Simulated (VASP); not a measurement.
Input:

```
CELL_PARAMETERS angstrom
      2.19150    -3.79578     0.00000
      2.19150     3.79578     0.00000
      0.00000     0.00000     5.90455
ATOMIC_POSITIONS crystal
  Te 0.00000 0.26452 0.66667
  Te 0.73548 0.73548 0.00000
  Te 0.26452 0.00000 0.33333
```

Computed with TPSS meta-GGA, VASP's PBE PAW potentials (set 64) (plane waves; VASP). Numerical set-up: 520 eV cut-off, 6×6×4 Γ-centred mesh, Gaussian smearing of 0.050 eV, potentials Te.

The ions and cell shape at fixed volume are relaxed. Predict the relaxed structure.

```
CELL_PARAMETERS angstrom
      2.16447    -3.74897     0.00000
      2.16447     3.74897     0.00000
      0.00000     0.00000     6.05294
ATOMIC_POSITIONS crystal
  Te 0.00000 0.27529 0.66667
  Te 0.72471 0.72471 0.00000
  Te 0.27529 0.00000 0.33333
```
Space group P3_121 (152), at a tolerance of 0.03 Å.

How much energy does the relaxation gain?

The energy (σ→0) changes by -11.2 meV/atom, in 4 ionic steps.

```csv
step,E(σ→0) (eV),max force (eV/Å),pressure (GPa),volume (Å³)
1,-33.1967,0.370,3.32,98.23
2,-33.2184,0.208,2.58,98.23
3,-33.2283,0.073,1.18,98.23
4,-33.2302,0.008,1.52,98.23
```

The compound is Te in the trig structure. This cell is one point of a volume scan, at 0.94 of the reference volume. Symmetry was kept, so distortions that lower it aren't found.
